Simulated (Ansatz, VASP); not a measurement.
# Si2Mo: VASP beside Ansatz, part 2 of 2

Wanted: the spread between two codes on one cell, functional and k mesh. The cell is taken from a series of runs on this material, whose earlier steps may have relaxed, scaled, displaced or heated it; both programs get it as it stands.

VASP 6.6.1 and Ansatz 0.2.0.

So far: The structure; Ansatz: zone-centre phonons, LDA.

## (3) VASP: zone-centre phonons, LDA

Level of this step: LDA; plane waves and PAW (Si, Mo_sv) (VASP).

The same cell, functional (in two slightly different forms), mesh and smearing now go to VASP, with its own data sets.

Lines of VASP's logs that name or quote its potential files are left out, and so is its time.

Contents of INCAR:

```
SYSTEM = Si2Mo
PREC = Accurate
ENCUT = 500
EDIFF = 1E-08
NELM = 120
ISMEAR = 1
SIGMA = 0.2
LREAL = .FALSE.
ALGO = Normal
GGA = PW92
NBANDS = 17
LASPH = .TRUE.
LORBIT = 11
LWAVE = .FALSE.
LCHARG = .FALSE.
ISIF = 2
IBRION = 8
GGA_COMPAT = .FALSE.
KPAR = 2
```

Contents of POSCAR:

```
Si2Mo
1.0
   -1.6094594052      1.6094594052      3.9332843905
    1.6094594052     -1.6094594052      3.9332843905
    1.6094594052      1.6094594052     -3.9332843905
Si Mo
2 1
Direct
    0.3359024954      0.3359024954      0.0000000000
    0.6640975046      0.6640975046      0.0000000000
    0.0000000000      0.0000000000      0.0000000000
```

Contents of KPOINTS:

```
Automatic mesh
0
Gamma
20 20 20
0 0 0
```

The projector-augmented-wave data sets are Si and Mo_sv (LDA family, release 64).

The run is started by

```bash
mpirun -np 2 vasp_std
```

Numbers of over 12 decimals in the logs are rounded to 6 here.

What it wrote:

```text
[banner, memory and clock lines left out]
running    2 mpi-ranks, on    1 nodes
 distrk:  each k-point on    1 cores,    2 groups
 distr:  one band on    1 cores,    1 groups

 POSCAR found type information on POSCAR SiMo
 POSCAR found :  2 types and       3 ions
|                                                                             |
|               ----> ADVICE to this user running VASP <----                  |
|                                                                             |
|     You enforced a specific xc type in the INCAR file but a different       |
|     [... a line on the potential file left out ...]
|     I HOPE YOU KNOW WHAT YOU ARE DOING!                                     |
|                                                                             |

 LDA part: xc-table for (Slater(with rela. corr.)+PW92), standard interpolation
 POSCAR, INCAR and KPOINTS ok, starting setup
 FFT: planning ... GRIDC
 FFT: planning ... GRID_SOFT
 FFT: planning ... GRID
 WAVECAR not read
 entering main loop
       N       E                     dE             d eps       ncg     rms          rms(c)
DAV:   1     0.122774466213E+03    0.12277E+03   -0.11026E+04 21802   0.120E+03
DAV:   2    -0.234046790401E+02   -0.14618E+03   -0.14357E+03 25403   0.314E+02
DAV:   3    -0.266842632440E+02   -0.32796E+01   -0.32431E+01 27507   0.426E+01
DAV:   4    -0.267042437611E+02   -0.19981E-01   -0.19960E-01 26309   0.359E+00
DAV:   5    -0.267043818454E+02   -0.13808E-03   -0.13807E-03 27569   0.317E-01    0.214E+01
DAV:   6    -0.259482247903E+02    0.75616E+00   -0.61792E+00 24764   0.173E+01    0.431E+00
DAV:   7    -0.258118079701E+02    0.13642E+00   -0.93608E-01 24288   0.654E+00    0.443E+00
DAV:   8    -0.257717211103E+02    0.40087E-01   -0.11219E-01 24267   0.257E+00    0.361E-01
DAV:   9    -0.257708978204E+02    0.82329E-03   -0.19326E-03 26865   0.379E-01    0.207E-01
DAV:  10    -0.257707728183E+02    0.12500E-03   -0.47760E-04 25189   0.190E-01    0.553E-02
DAV:  11    -0.257707645784E+02    0.82399E-05   -0.94535E-05 24907   0.742E-02    0.207E-02
DAV:  12    -0.257707632734E+02    0.13049E-05   -0.92552E-06 25087   0.201E-02    0.563E-03
DAV:  13    -0.257707631827E+02    0.90733E-07   -0.49911E-07 23975   0.641E-03    0.125E-03
DAV:  14    -0.257707631796E+02    0.30695E-08   -0.18643E-08 19919   0.116E-03
   1 F= -.25770763E+02 E0= -.25771049E+02  d E =0.856483E-03
 Linear response reoptimize wavefunctions to high precision
DAV:   1    -0.257707631797E+02   -0.10095E-09   -0.13590E-09 14234   0.376E-04
DAV:   2    -0.257707631797E+02   -0.54570E-11   -0.18605E-10 11794   0.127E-04
 Linear response DOF=           4
 Linear response progress:
  Degree of freedom:   1/  4
       N       E                     dE             d eps       ncg     rms          rms(c)
RMM:   1    -0.214078229524E-01   -0.21408E-01   -0.17114E-02176670   0.916E-01
RMM:   2    -0.167552063527E-01    0.46526E-02   -0.14741E-03113176   0.245E-01    0.882E-02
RMM:   3    -0.168375245487E-01   -0.82318E-04   -0.17374E-04114357   0.662E-02    0.463E-02
RMM:   4    -0.169913623538E-01   -0.15384E-03   -0.10370E-04118536   0.480E-02    0.981E-03
RMM:   5    -0.169793481640E-01    0.12014E-04    0.37272E-07121022   0.126E-02    0.171E-03
RMM:   6    -0.169811308970E-01   -0.17827E-05   -0.15571E-07127540   0.246E-03    0.629E-04
RMM:   7    -0.169801741807E-01    0.95672E-06   -0.94537E-08123289   0.692E-04    0.111E-04
RMM:   8    -0.169805943156E-01   -0.42013E-06   -0.19790E-09133758   0.180E-04    0.511E-05
RMM:   9    -0.169806789202E-01   -0.84605E-07    0.71805E-09126709   0.487E-05    0.177E-05
RMM:  10    -0.169807000568E-01   -0.21137E-07    0.25224E-09127172   0.267E-05    0.465E-06
RMM:  11    -0.169807062088E-01   -0.61520E-08   -0.74716E-10135069   0.203E-05    0.146E-06
 first order change of Fermi-energy   0.20973E-04
 force on displaced ion       1 direction 1 :  -7.084  -0.000   0.000
 Linear response progress:
  Degree of freedom:   2/  4
       N       E                     dE             d eps       ncg     rms          rms(c)
RMM:   1    -0.302700127849E-01   -0.30270E-01   -0.95780E-03 53491   0.114E+00
RMM:   2    -0.226725756858E-01    0.75974E-02   -0.25561E-03 36029   0.309E-01    0.141E-01
RMM:   3    -0.226756836132E-01   -0.31079E-05   -0.55424E-04 33769   0.117E-01    0.101E-01
RMM:   4    -0.227312349758E-01   -0.55551E-04   -0.10010E-04 34621   0.617E-02    0.359E-02
RMM:   5    -0.227793238253E-01   -0.48089E-04   -0.16378E-05 36344   0.232E-02    0.147E-02
RMM:   6    -0.227822153655E-01   -0.28915E-05   -0.17799E-06 37588   0.880E-03    0.245E-03
RMM:   7    -0.227819368577E-01    0.27851E-06   -0.78745E-08 37330   0.214E-03    0.578E-04
RMM:   8    -0.227810776742E-01    0.85918E-06   -0.21320E-08 36658   0.772E-04    0.298E-04
RMM:   9    -0.227815581097E-01   -0.48044E-06    0.20834E-09 37562   0.304E-04    0.508E-05
RMM:  10    -0.227816331072E-01   -0.74998E-07    0.77080E-09 40597   0.108E-04    0.218E-05
RMM:  11    -0.227816731615E-01   -0.40054E-07    0.53557E-09 38596   0.384E-05    0.289E-06
RMM:  12    -0.227816688388E-01    0.43227E-08    0.77737E-09 40750   0.208E-05    0.173E-06
 first order change of Fermi-energy  -0.20141E+00
 force on displaced ion       1 direction 3 :   0.000   0.000 -11.884
 Linear response progress:
  Degree of freedom:   3/  4
       N       E                     dE             d eps       ncg     rms          rms(c)
RMM:   1    -0.863844669514E+00   -0.86384E+00    0.34140E-01 43068   0.285E+01
RMM:   2    -0.688862010275E+00    0.17498E+00   -0.26589E-01 57960   0.375E+00    0.164E-01
RMM:   3    -0.694073238604E+00   -0.52112E-02   -0.19355E-02 73549   0.835E-01    0.905E-02
RMM:   4    -0.693509376533E+00    0.56386E-03   -0.36326E-04 82751   0.148E-01    0.335E-02
RMM:   5    -0.693362585311E+00    0.14679E-03   -0.36477E-05 85572   0.370E-02    0.829E-03
RMM:   6    -0.693380813631E+00   -0.18228E-04   -0.49790E-06 81390   0.127E-02    0.103E-03
RMM:   7    -0.693385446758E+00   -0.46331E-05   -0.62700E-07 89888   0.416E-03    0.595E-04
RMM:   8    -0.693393305715E+00   -0.78590E-05   -0.28102E-07 80718   0.148E-03    0.196E-04
RMM:   9    -0.693396295067E+00   -0.29894E-05   -0.87087E-08 85484   0.683E-04    0.523E-05
RMM:  10    -0.693395165401E+00    0.11297E-05   -0.85762E-08 84799   0.339E-04    0.216E-05
RMM:  11    -0.693395363125E+00   -0.19772E-06   -0.54210E-08 86538   0.188E-04    0.967E-06
RMM:  12    -0.693395613142E+00   -0.25002E-06   -0.53473E-08 82275   0.139E-04    0.516E-06
RMM:  13    -0.693395522677E+00    0.90466E-07   -0.44414E-08 83309   0.999E-05    0.177E-06
RMM:  14    -0.693395557847E+00   -0.35171E-07   -0.38093E-08 84243   0.856E-05    0.431E-07
RMM:  15    -0.693395557034E+00    0.81329E-09   -0.37633E-08 80566   0.778E-05    0.216E-07
 first order change of Fermi-energy  -0.10669E-02
 force on displaced ion       3 direction 1 :  -8.735   0.000  -0.000
 Linear response progress:
  Degree of freedom:   4/  4
       N       E                     dE             d eps       ncg     rms          rms(c)
RMM:   1    -0.905236828244E+00   -0.90524E+00    0.75654E-01 23400   0.291E+01
RMM:   2    -0.732227863599E+00    0.17301E+00   -0.27575E-01 32077   0.378E+00    0.181E-01
RMM:   3    -0.736823539829E+00   -0.45957E-02   -0.19858E-02 39652   0.855E-01    0.898E-02
RMM:   4    -0.735964629233E+00    0.85891E-03   -0.53798E-04 42800   0.173E-01    0.318E-02
RMM:   5    -0.735727459095E+00    0.23717E-03   -0.52477E-05 46278   0.432E-02    0.128E-02
RMM:   6    -0.735673097308E+00    0.54362E-04   -0.60156E-06 48246   0.133E-02    0.368E-03
RMM:   7    -0.735691768599E+00   -0.18671E-04   -0.93277E-07 44728   0.534E-03    0.624E-04
RMM:   8    -0.735695722177E+00   -0.39536E-05    0.24088E-07 49189   0.179E-03    0.342E-04
RMM:   9    -0.735698528016E+00   -0.28058E-05   -0.24794E-09 47223   0.692E-04    0.157E-04
RMM:  10    -0.735699164599E+00   -0.63658E-06   -0.28123E-08 46061   0.386E-04    0.223E-05
RMM:  11    -0.735699146542E+00    0.18057E-07   -0.18335E-09 50031   0.203E-04    0.125E-05
RMM:  12    -0.735699101703E+00    0.44839E-07   -0.51192E-08 51066   0.130E-04    0.272E-06
RMM:  13    -0.735699115040E+00   -0.13337E-07   -0.14954E-08 49957   0.991E-05    0.140E-06
RMM:  14    -0.735699136630E+00   -0.21590E-07   -0.25487E-08 47645   0.859E-05    0.398E-07
RMM:  15    -0.735699141440E+00   -0.48099E-08   -0.20811E-08 45682   0.791E-05    0.157E-07
 first order change of Fermi-energy   0.51225E-03
 force on displaced ion       3 direction 3 :   0.000   0.000 -11.463
 Linear response finished
```

From OUTCAR (step 3):

```text
ion  position               nearest neighbor table
   1  0.336  0.336  0.000-   2 2.58   3 2.62   3 2.62   3 2.62   3 2.62   3 2.64   2 2.65   2 2.65
                             2 2.65   2 2.65
   2  0.664  0.664  0.000-   1 2.58   3 2.62   3 2.62   3 2.62   3 2.62   3 2.64   1 2.65   1 2.65
                             1 2.65   1 2.65
   3  0.000  0.000  0.000-   2 2.62   2 2.62   2 2.62   1 2.62   2 2.62   1 2.62   1 2.62   1 2.62
                             1 2.64   2 2.64

  LATTYP: Found a body centered tetragonal cell.
 ALAT       =     3.2189188104
 C/A-ratio  =     2.4438543636

 Subroutine GETGRP returns: Found 16 space group operations
 (whereof 16 operations were pure point group operations)

The static configuration has the point symmetry D_4h.

 Found    641 irreducible k-points:

   k-points           NKPTS =    641   k-points in BZ     NKDIM =    641   number of bands    NBANDS=     17

   dimension x,y,z NGX =    36 NGY =   36 NGZ =   36
   dimension x,y,z NGXF=    72 NGYF=   72 NGZF=   72

   ENCUT  =  500.0 eV  36.75 Ry    6.06 a.u.   8.29  8.29  8.29*2*pi/ulx,y,z

   NELECT =      22.0000    total number of electrons

 k-points in reciprocal lattice and weights: Automatic mesh
   0.00000000  0.00000000  0.00000000       0.000
   0.05000000  0.00000000 -0.00000000       0.001
   0.10000000  0.00000000 -0.00000000       0.001
   0.15000000  0.00000000 -0.00000000       0.001
   0.20000000  0.00000000 -0.00000000       0.001
   0.25000000  0.00000000 -0.00000000       0.001
   0.30000000  0.00000000 -0.00000000       0.001
   0.35000000  0.00000000 -0.00000000       0.001
   0.40000000  0.00000000 -0.00000000       0.001
[...]
-0.45000000 -0.45000000  0.45000000       0.000
   0.50000000  0.50000000  0.50000000       0.000

 average (electrostatic) potential at core
       1 -79.2523       2 -79.2523       3 -69.4238

  Total       -1.9674780     -1.9674780     -1.9642243      0.0000000      0.0000000      0.0000000
  in kB      -77.3472848    -77.3472848    -77.2193737      0.0000000      0.0000000      0.0000000
  external PRESSURE =     -77.3046478 kB  Pullay stress =       0.0000000 kB

  energy-cutoff  :      500.00
  volume of cell :       40.75
      direct lattice vectors                 reciprocal lattice vectors
    -1.609459405  1.609459405  3.933284390     0.000000000  0.310663319  0.127120226
     1.609459405 -1.609459405  3.933284390     0.310663319  0.000000000  0.127120226
     1.609459405  1.609459405 -3.933284390     0.310663319  0.310663319  0.000000000

 POSITION                                       TOTAL-FORCE (eV/Angst)
 -----------------------------------------------------------------------------------
      0.00000      0.00000      2.64240         0.000000      0.000000     -0.007158
      0.00000      0.00000      5.22417        -0.000000     -0.000000      0.007158
      0.00000      0.00000      0.00000         0.000000      0.000000     -0.000000
 -----------------------------------------------------------------------------------
    total drift:                               -0.000000      0.000000      0.000000

 Eigenvectors and eigenvalues of the dynamical matrix
 ----------------------------------------------------

   1 f  =   12.528168 THz    78.716800 2PiTHz  417.894695 cm-1    51.812315 meV
             X         Y         Z           dx          dy          dz
      0.000000  0.000000  2.642400    -0.000000   -0.000000    0.707107
      0.000000  0.000000  5.224169    -0.000000   -0.000000   -0.707107
      0.000000  0.000000  0.000000     0.000000    0.000000    0.000000

   2 f  =    9.238198 THz    58.045308 2PiTHz  308.153108 cm-1    38.206099 meV
             X         Y         Z           dx          dy          dz
      0.000000  0.000000  2.642400     0.642962   -0.294279    0.000000
      0.000000  0.000000  5.224169    -0.642962    0.294279   -0.000000
      0.000000  0.000000  0.000000     0.000000   -0.000000    0.000000

   3 f  =    9.238198 THz    58.045308 2PiTHz  308.153108 cm-1    38.206099 meV
             X         Y         Z           dx          dy          dz
      0.000000  0.000000  2.642400     0.294279    0.642962   -0.000000
      0.000000  0.000000  5.224169    -0.294279   -0.642962    0.000000
      0.000000  0.000000  0.000000     0.000000   -0.000000    0.000000

   4 f  =    8.892274 THz    55.871807 2PiTHz  296.614343 cm-1    36.775475 meV
             X         Y         Z           dx          dy          dz
      0.000000  0.000000  2.642400     0.000000   -0.000000   -0.561567
      0.000000  0.000000  5.224169     0.000000   -0.000000   -0.561567
      0.000000  0.000000  0.000000    -0.000000    0.000000    0.607688

   5 f  =    7.758479 THz    48.747961 2PiTHz  258.795003 cm-1    32.086477 meV
             X         Y         Z           dx          dy          dz
      0.000000  0.000000  2.642400     0.561389   -0.000000    0.000000
      0.000000  0.000000  5.224169     0.561389   -0.000000   -0.000000
      0.000000  0.000000  0.000000    -0.608017    0.000000   -0.000000

   6 f  =    7.758479 THz    48.747961 2PiTHz  258.795003 cm-1    32.086477 meV
             X         Y         Z           dx          dy          dz
      0.000000  0.000000  2.642400     0.000000    0.561389   -0.000000
      0.000000  0.000000  5.224169     0.000000    0.561389   -0.000000
      0.000000  0.000000  0.000000    -0.000000   -0.608017    0.000000

   7 f/i=    0.000115 THz     0.000725 2PiTHz    0.003848 cm-1     0.000477 meV
             X         Y         Z           dx          dy          dz
      0.000000  0.000000  2.642400     0.000000   -0.000000    0.429700
      0.000000  0.000000  5.224169     0.000000   -0.000000    0.429700
      0.000000  0.000000  0.000000     0.000000   -0.000000    0.794176

   8 f/i=    0.003319 THz     0.020854 2PiTHz    0.110709 cm-1     0.013726 meV
             X         Y         Z           dx          dy          dz
      0.000000  0.000000  2.642400     0.428034   -0.040371   -0.000000
      0.000000  0.000000  5.224169     0.428034   -0.040371   -0.000000
      0.000000  0.000000  0.000000     0.790416   -0.074550   -0.000000

   9 f/i=    0.003319 THz     0.020854 2PiTHz    0.110709 cm-1     0.013726 meV
             X         Y         Z           dx          dy          dz
      0.000000  0.000000  2.642400     0.040371    0.428034    0.000000
      0.000000  0.000000  5.224169     0.040371    0.428034    0.000000
      0.000000  0.000000  0.000000     0.074550    0.790416    0.000000

 ELASTIC MODULI CONTR FROM IONIC RELAXATION (kBar)
 Direction    XX          YY          ZZ          XY          YZ          ZX
 --------------------------------------------------------------------------------
 XX         -11.8269    -11.8269    -32.6219      0.0000     -0.0000     -0.0000
 YY         -11.8269    -11.8269    -32.6219      0.0000     -0.0000     -0.0000
 ZZ         -32.6219    -32.6219    -89.9801      0.0000     -0.0000     -0.0000
 XY           0.0000      0.0000      0.0000      0.0000      0.0000      0.0000
 YZ          -0.0000     -0.0000     -0.0000      0.0000    -27.8472     -0.0000
 ZX          -0.0000     -0.0000     -0.0000      0.0000     -0.0000     -8.4513
 --------------------------------------------------------------------------------
```

## (4) Side by side

Known differences besides the potentials themselves: the cutoff is 420 eV in Ansatz and 500 eV in VASP; VASP's log shows a relativistic correction to its local exchange, Ansatz's none. Total energies have different zeros and are not compared.

The two programs side by side:

```
                  quantity  Ansatz   VASP  difference
optical mode 1 to 2 (cm⁻¹)   257.3  258.8     -0.59 %
     optical mode 3 (cm⁻¹)   295.0  296.6     -0.54 %
optical mode 4 to 5 (cm⁻¹)   307.6  308.2     -0.19 %
     optical mode 6 (cm⁻¹)   417.8  417.9     -0.03 %
```

Modes are paired by rising frequency, not by their patterns, so a pair may set unlike modes beside each other; they are those without the splitting of longitudinal modes.

## (5) What came out

```
r.m.s. difference of the optical zone-centre modes, each program's sorted by frequency (zone-centre phonons, LDA) : 1.1 cm⁻¹
difference in optical mode 1 to 2 (zone-centre phonons, LDA)                                                      : -0.6 %
```

**Reading.** The r.m.s. difference of the optical zone-centre modes, each program's sorted by frequency is 1.1 cm⁻¹ (zone-centre phonons, LDA). Among the rows given in per cent, the largest difference of the zone-centre phonons, LDA pair is in optical mode 1 to 2, -0.6 %. How closely two codes agree says nothing of how well the functional describes the real material.

[Lines on the potential files, build, host, timing and source positions are cut from VASP's logs without a mark.]

[Logs are printed without paths, hosts, clocks, repeated set-up lines and the standing remarks that a program may print on its own settings, such as how far it seeks lower states.]

[Hosts, paths, dates, database ids (printed as entryN), source tags and the programs' standing remarks are cut or masked in the printed files.]
